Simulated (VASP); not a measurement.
Data:

```yaml
crystal:
  lattice:
    - [3.89880, 0.00000, 0.00000]
    - [0.00000, 3.89880, 0.00000]
    - [0.00000, 0.00000, 3.89880]
  atoms:
    - { symbol: Ba, position: [0.00000, 0.00000, 0.00000] }
    - { symbol: Hf, position: [0.50000, 0.50000, 0.50000] }
    - { symbol: O, position: [0.50000, 0.00000, 0.50000] }
    - { symbol: O, position: [0.00000, 0.50000, 0.50000] }
    - { symbol: O, position: [0.50000, 0.50000, 0.00000] }
```

Calculation: LDA (Ceperley-Alder, Perdew-Zunger), VASP's LDA PAW potentials (set 64) (plane waves; VASP). Settings: 620 eV cut-off, 6×6×6 Γ-centred mesh, Gaussian smearing of 0.050 eV, potentials Ba_sv Hf_pv O.

Unless said otherwise, spin-orbit coupling is left out, though it shifts the bands of the heavy elements here.

### Question
Estimate the energy per atom (σ→0), pressure, band gap (on the k-mesh) with the smallest direct gap where there is one.

### Answer

The band gap (on the k-mesh) comes out as 3.54 eV. The smallest direct gap (on the k-mesh) comes out as 3.54 eV, the energy per atom (σ→0) is -9.270 eV/atom and the pressure is 44.88 GPa.

The compound is BaHfO3 in the cubic perovskite structure. It was relaxed first under an external pressure of 45 GPa.
